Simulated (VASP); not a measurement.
Input:

```xyz
2
Lattice="0.0000 2.7953 2.7953 2.7953 0.0000 2.7953 2.7953 2.7953 0.0000" Properties=species:S:1:pos:R:3 pbc="T T T"
Ag     0.0000     0.0000     0.0000
Br     2.7953     2.7953     2.7953
```

Calculation: AM05 GGA, VASP's PBE PAW potentials (set 64) (plane waves; VASP). Run with 520 eV cut-off, 8×8×8 Γ-centred mesh, Gaussian smearing of 0.050 eV, potentials Ag Br.

Task: What does the run give for the energy per atom (σ→0), pressure, band gap (on the k-mesh) with the smallest direct gap where there is one?

Result: 
The band gap (on the k-mesh) is 0.58 eV, the smallest direct gap (on the k-mesh) is 2.82 eV and the energy per atom (σ→0) is -2.558 eV/atom. The pressure is 3.42 GPa.

Total energies compare only between runs with the same potentials, cut-off and functional.

The compound is AgBr in the rock salt structure. This cell is one point of a volume scan, at 0.94 of the reference volume.
